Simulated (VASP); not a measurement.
Output of a VASP run:

**OUTCAR**
```
 ion  position               nearest neighbor table
   1  0.000  0.000  0.000-   4 1.88   5 1.88   4 1.88   5 1.88   3 1.89   6 1.89
   2  0.500  0.500  0.500-   3 1.88   6 1.88   3 1.88   6 1.88   5 1.89   4 1.89
   3  0.304  0.304  0.000-   2 1.88   2 1.88   1 1.89
   4  0.804  0.196  0.500-   1 1.88   1 1.88   2 1.89
   5  0.196  0.804  0.500-   1 1.88   1 1.88   2 1.89
   6  0.696  0.696  0.000-   2 1.88   2 1.88   1 1.89
  LATTYP: Found a simple tetragonal cell.
 ALAT       =     4.3932873450
 C/A-ratio  =     0.6503261304
 Subroutine PRICEL returns:
 Original cell was already a primitive cell.
 Subroutine GETGRP returns: Found 16 space group operations
The static configuration has the point symmetry D_2h.
 The point group associated with its full space group is D_4h.
The dynamic configuration has the point symmetry D_2h.
The overall configuration has the point symmetry D_2h.
 Subroutine INISYM returns: Found 16 space group operations
 Subroutine IBZKPT returns following result:
 Found     60 irreducible k-points:

 Following reciprocal coordinates:
            Coordinates               Weight
  0.000000  0.000000  0.000000      1.000000
  0.142857  0.000000  0.000000      4.000000
  0.285714  0.000000  0.000000      4.000000
  0.428571  0.000000  0.000000      4.000000
  0.142857  0.142857  0.000000      4.000000
  0.285714  0.142857  0.000000      8.000000
  0.428571  0.142857  0.000000      8.000000
  0.285714  0.285714  0.000000      4.000000
  0.428571  0.285714  0.000000      8.000000
  0.428571  0.428571  0.000000      4.000000
  0.000000  0.000000  0.090909      2.000000
  0.142857  0.000000  0.090909      8.000000
  0.285714  0.000000  0.090909      8.000000
  0.428571  0.000000  0.090909      8.000000
  0.142857  0.142857  0.090909      8.000000
  0.285714  0.142857  0.090909     16.000000
  0.428571  0.142857  0.090909     16.000000
  0.285714  0.285714  0.090909      8.000000
  0.428571  0.285714  0.090909     16.000000
  0.428571  0.428571  0.090909      8.000000
  0.000000  0.000000  0.181818      2.000000
  0.142857  0.000000  0.181818      8.000000
  0.285714  0.000000  0.181818      8.000000
  0.428571  0.000000  0.181818      8.000000
  0.142857  0.142857  0.181818      8.000000
  0.285714  0.142857  0.181818     16.000000
  0.428571  0.142857  0.181818     16.000000
  0.285714  0.285714  0.181818      8.000000
  0.428571  0.285714  0.181818     16.000000
  0.428571  0.428571  0.181818      8.000000
  0.000000  0.000000  0.272727      2.000000
  0.142857  0.000000  0.272727      8.000000
  0.285714  0.000000  0.272727      8.000000
  0.428571  0.000000  0.272727      8.000000
  0.142857  0.142857  0.272727      8.000000
  0.285714  0.142857  0.272727     16.000000
  0.428571  0.142857  0.272727     16.000000
  0.285714  0.285714  0.272727      8.000000
  0.428571  0.285714  0.272727     16.000000
  0.428571  0.428571  0.272727      8.000000
   k-points           NKPTS =     60   k-points in BZ     NKDIM =     60   number of bands    NBANDS=     30
   number of dos      NEDOS =    301   number of ions     NIONS =      6
   total plane-waves  NPLWV =  31104
   dimension x,y,z NGX =    36 NGY =   36 NGZ =   24
   dimension x,y,z NGXF=    72 NGYF=   72 NGZF=   48
   ions per type =               2   4
   PREC   = accura    normal or accurate (medium, high low for compatibility)
   ISTART =      0    job   : 0-new  1-cont  2-samecut
   ICHARG =      2    charge: 1-file 2-atom 10-const
   ISPIN  =      2    spin polarized calculation?
   LNONCOLLINEAR =      F non collinear calculations
   LSORBIT =      F    spin-orbit coupling
   INIWAV =      1    electr: 0-lowe 1-rand  2-diag
   ENCUT  =  620.0 eV  45.57 Ry    6.75 a.u.   8.92  8.92  5.80*2*pi/ulx,y,z
   NELM   =    100;   NELMIN=  2; NELMDL= -5     # of ELM steps
   EDIFF  = 0.1E-05   stopping-criterion for ELM
   LREAL  =      F    real-space projection
...
```

### OSZICAR
```
...
DAV:   8    -0.477611165954E+02    0.11487E-05   -0.10485E-04  8010   0.102E-01    0.416E-02
DAV:   9    -0.477611171090E+02   -0.51353E-06   -0.57749E-05  8018   0.542E-02    0.193E-02
DAV:  10    -0.477611153551E+02    0.17539E-05   -0.95407E-06  7236   0.229E-02    0.593E-03
DAV:  11    -0.477611151472E+02    0.20784E-06   -0.77311E-07  3648   0.858E-03
   2 F= -.44458944E+02 E0= -.44459111E+02  d E =0.907768E-02  mag=     0.0000
       N       E                     dE             d eps       ncg     rms          rms(c)
DAV:   1    -0.481777350554E+02   -0.41662E+00   -0.58591E+00  7200   0.297E+01    0.574E+00
DAV:   2    -0.481546545134E+02    0.23081E-01   -0.30935E+00  8400   0.247E+01    0.645E+00
DAV:   3    -0.478712092027E+02    0.28345E+00   -0.89499E-01  8838   0.125E+01    0.136E+00
DAV:   4    -0.478710331788E+02    0.17602E-03   -0.19890E-01  7200   0.255E+00    0.101E+00
DAV:   5    -0.478637217854E+02    0.73114E-02   -0.19370E-02  8698   0.181E+00    0.371E-01
DAV:   6    -0.478632584265E+02    0.46336E-03   -0.12001E-02  7224   0.715E-01    0.211E-01
DAV:   7    -0.478628991073E+02    0.35932E-03   -0.13743E-03  7984   0.339E-01    0.415E-02
DAV:   8    -0.478628999216E+02   -0.81432E-06   -0.22447E-04  7362   0.940E-02    0.237E-02
DAV:   9    -0.478629008340E+02   -0.91236E-06   -0.81015E-06  7760   0.244E-02
   3 F= -.44484071E+02 E0= -.44484207E+02  d E =-.160489E-01  mag=     0.0000
       N       E                     dE             d eps       ncg     rms          rms(c)
DAV:   1    -0.478617245208E+02    0.11754E-02   -0.14411E-03  7200   0.466E-01    0.895E-02
DAV:   2    -0.478617054278E+02    0.19093E-04   -0.64782E-04  8392   0.359E-01    0.956E-02
DAV:   3    -0.478616488001E+02    0.56628E-04   -0.22059E-04  8964   0.200E-01    0.227E-02
DAV:   4    -0.478616473791E+02    0.14210E-05   -0.40386E-05  7200   0.434E-02    0.113E-02
DAV:   5    -0.478616467017E+02    0.67741E-06   -0.13350E-06  4030   0.130E-02
   4 F= -.44484069E+02 E0= -.44484205E+02  d E =-.160468E-01  mag=    -0.0000
       N       E                     dE             d eps       ncg     rms          rms(c)
DAV:   1    -0.478599098598E+02    0.17375E-02   -0.42838E-01  7200   0.476E+00    0.459E-01
DAV:   2    -0.478598903744E+02    0.19485E-04   -0.23704E-02  8312   0.183E+00    0.464E-01
DAV:   3    -0.478588363318E+02    0.10540E-02   -0.44731E-03  9578   0.937E-01    0.166E-01
DAV:   4    -0.478585329428E+02    0.30339E-03   -0.11091E-03  7986   0.276E-01    0.639E-02
DAV:   5    -0.478585325737E+02    0.36917E-06   -0.16046E-04  8058   0.914E-02    0.387E-02
DAV:   6    -0.478585301844E+02    0.23893E-05   -0.16867E-05  7938   0.543E-02    0.173E-02
DAV:   7    -0.478585295512E+02    0.63313E-06   -0.17990E-06  5792   0.124E-02
   5 F= -.44484584E+02 E0= -.44484712E+02  d E =-.515073E-03  mag=     0.0000
       N       E                     dE             d eps       ncg     rms          rms(c)
DAV:   1    -0.478598247770E+02   -0.12946E-02   -0.36621E-02  7200   0.139E+00    0.135E-01
DAV:   2    -0.478598251766E+02   -0.39961E-06   -0.20516E-03  8294   0.541E-01    0.138E-01
DAV:   3    -0.478597313181E+02    0.93858E-04   -0.38559E-04  9572   0.276E-01    0.486E-02
DAV:   4    -0.478597047140E+02    0.26604E-04   -0.97994E-05  7988   0.797E-02    0.188E-02
DAV:   5    -0.478597045401E+02    0.17397E-06   -0.13800E-05  8048   0.280E-02    0.113E-02
DAV:   6    -0.478597043365E+02    0.20362E-06   -0.14786E-06  3756   0.168E-02
   6 F= -.44484694E+02 E0= -.44484825E+02  d E =-.625384E-03  mag=    -0.0000
```

### OUTCAR
```
------------------------ aborting loop because EDIFF is reached ----------------------------------------
  FORCE on cell =-STRESS in cart. coord.  units (eV):
  Direction    XX          YY          ZZ          XY          YZ          ZX
  --------------------------------------------------------------------------------------
  Total        3.4081030      3.4081030      3.4141369     -0.0000000      0.0000000      0.0000000
  in kB      100.9805169    100.9805169    101.1592998     -0.0000000      0.0000000      0.0000000
  external PRESSURE =       1.0401112 kB  Pullay stress =     100.0000000 kB
  volume of cell :       54.07
      direct lattice vectors                 reciprocal lattice vectors
     4.362239308 -0.000000000  0.000000000     0.229240060 -0.000000000  0.000000000
     0.000000000  4.362239308  0.000000000     0.000000000  0.229240060  0.000000000
     0.000000000  0.000000000  2.841624738     0.000000000  0.000000000  0.351911351
 POSITION                                       TOTAL-FORCE (eV/Angst)
 -----------------------------------------------------------------------------------
      0.00000      0.00000      0.00000         0.000000      0.000000      0.000000
      2.18112      2.18112      1.42081        -0.000000      0.000000      0.000000
      1.32306      1.32306      0.00000        -0.000695     -0.000695      0.000000
      3.50418      0.85806      1.42081        -0.000695      0.000695     -0.000000
      0.85806      3.50418      1.42081         0.000695     -0.000695      0.000000
      3.03918      3.03918      2.84162         0.000695      0.000695     -0.000000
 -----------------------------------------------------------------------------------
    total drift:                               -0.000000      0.000000     -0.000000
  FREE ENERGIE OF THE ION-ELECTRON SYSTEM (eV)
  ---------------------------------------------------
  free  energy   TOTEN  =       -47.8597043365 eV

  energy  without entropy=      -47.8600963009  energy(sigma->0) =      -47.85983499
  enthalpy is  TOTEN    =       -44.4846939301 eV   P V=        3.3750104063

 total charge

# of ion       s       p       d       tot
------------------------------------------
    1        0.365   6.491   4.948  11.803
    2        0.365   6.491   4.948  11.803
    3        1.567   3.477   0.000   5.043
    4        1.567   3.477   0.000   5.043
    5        1.567   3.477   0.000   5.043
    6        1.567   3.477   0.000   5.043
--------------------------------------------------
tot          6.996  26.888   9.895  43.780

 magnetization (x)

# of ion       s       p       d       tot
------------------------------------------
    1        0.012   0.020   2.433   2.465
    2       -0.012  -0.020  -2.433  -2.465
    3       -0.001  -0.046   0.000  -0.047
    4        0.001   0.046   0.000   0.047
    5        0.001   0.046   0.000   0.047
    6       -0.001  -0.046   0.000  -0.047
--------------------------------------------------
tot          0.000   0.000   0.000   0.000

 reached required accuracy - stopping structural energy minimisation
```
(Selected blocks of OUTCAR.)

### POSCAR
```
MnO2
1
    4.3932873450     0.0000000000     0.0000000000
    0.0000000000     4.3932873450     0.0000000000
    0.0000000000     0.0000000000     2.8570695587
Mn O
2 4
Direct
  0.0000000000   0.0000000000   0.0000000000
  0.5000000000   0.5000000000   0.5000000000
  0.3037283131   0.3037283131   0.0000000000
  0.8037283131   0.1962716869   0.5000000000
  0.1962716869   0.8037283131   0.5000000000
  0.6962716869   0.6962716869   0.0000000000
```

Problem. Write an INCAR and KPOINTS that could have produced this output.

Solution. This is not unique; one that fits is the input of the run itself, PBE GGA, plane waves, VASP's PBE PAW potentials (set 64).

**INCAR**
```
# general
SYSTEM =MnO2
PREC   =Accurate
ENCUT  =620
LREAL  =.False.
LASPH  =.True.

# electronic loop
EDIFF  =1E-6
NELM   =100
ALGO   =Normal
LMAXMIX=4

# smearing
ISMEAR =1
SIGMA  =0.1

# functional
GGA    =PE

# spin
ISPIN  =2
MAGMOM =2.5 -2.5 -0.0 2*0.0 -0.0

# ions
IBRION =2
NSW    =40
ISIF   =3
EDIFFG =-0.02
PSTRESS=100

# output
LWAVE  =.False.
LCHARG =.False.
LORBIT =10
```

**KPOINTS**
```
Automatic mesh
0
Gamma
7 7 11
0 0 0
```

POTCAR, in this order: Mn_pv O (PBE.64 set). Program: vasp_std.

The compound is MnO2 in the rutile structure. This run relaxes it under an external pressure of 10 GPa. Symmetry was kept, so distortions that lower it aren't found.
